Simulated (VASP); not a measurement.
Cd4S2Se2 (ordered alloy cell): computed properties

All values below come from PBEsol GGA, VASP's PBE PAW potentials (set 64) (plane waves; VASP).

For Cd$_{4}$S$_{2}$Se$_{2}$, the space group comes out as Pmn2_1 (31), the cell is a = 4.2041 Å, b = 7.3048 Å, c = 6.8638 Å, α = β = γ = 90.00° and the volume per atom is 26.35 Å³/atom. The band gap (over mesh and band path) comes out as 0.69 eV and the smallest direct gap (over mesh and band path) is 0.69 eV. The band-edge character is direct, Γ to Γ and the density is 5.29 g/cm³.

```cif
data_Cd4S2Se2
_chemical_formula_sum 'Cd4 Se2 S2'
_space_group_name_H-M_alt 'Pmn21'
_space_group_IT_number 31
_space_group_name_Hall 'P 2ac -2'
_cell_length_a 4.20414
_cell_length_b 7.30485
_cell_length_c 6.86381
_cell_angle_alpha 90.000
_cell_angle_beta 90.000
_cell_angle_gamma 90.000
loop_
_space_group_symop_operation_xyz
  'x, y, z'
  '-x+1/2, -y, z+1/2'
  '-x, y, z'
  'x+1/2, -y, z+1/2'
loop_
_atom_site_label
_atom_site_type_symbol
_atom_site_symmetry_multiplicity
_atom_site_Wyckoff_symbol
_atom_site_fract_x
_atom_site_fract_y
_atom_site_fract_z
_atom_site_occupancy
Cd1 Cd 2 a 0.50000 0.40664 0.49111 1
Cd2 Cd 2 a 0.50000 0.07406 0.00988 1
Se1 Se 2 a 0.00000 0.58914 0.37388 1
S1 S 2 a 0.50000 0.07792 0.37913 1
```

The structure was generated: Cd4S2Se2 was put into an ordered model structure (Pmn2_1), which need not be its known phase. It was relaxed first. Symmetry was kept, so distortions that lower it aren't found.
